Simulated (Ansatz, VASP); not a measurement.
LiNbP2: VASP beside Ansatz

```xyz
4
Lattice="3.6247 0.0000 0.0000 -1.8123 3.1390 0.0000 0.0000 0.0000 5.4279" Properties=species:S:1:pos:R:3 pbc="T T T"
Li    0.0000    0.0000    0.0000
Nb    0.0000    0.0000    2.7139
P     0.0000    2.0927    1.2575
P     0.0000    2.0927    4.1704
```

Alike in both runs: functional PBE; k mesh 6 × 6 × 4; occupations gaussian, width 0.1 eV; no spin polarisation.

Ansatz relaxed the structure, and its values are those at the end. VASP's run is a single point on that final structure, the one shown.

```csv
,VASP,Ansatz
version,VASP 6.6.1,Ansatz 0.2.0
potentials or method,"VASP PAW PBE potentials, release 64 (Li_sv, Nb_sv, P)","scalar-relativistic, plane waves, PAW"
plane-wave cutoff (eV),520,420
valence electrons in the cell,26,26
```

Ansatz gave:

| Quantity | Value |
| --- | --- |
| gap on the k mesh at the Fermi level (eV) | 0.08 |
| least direct gap on the mesh (eV) | 0.56 |
| rms of the force components (eV/Å) | 0.007 |

Q: Which values does VASP return?

A: gap on the k mesh at the Fermi level (eV): 0.08; least direct gap on the mesh (eV): 0.56; rms of the force components (eV/Å): 0.012.

The functional is the same, so the differences come from potentials, cutoffs and numerics.
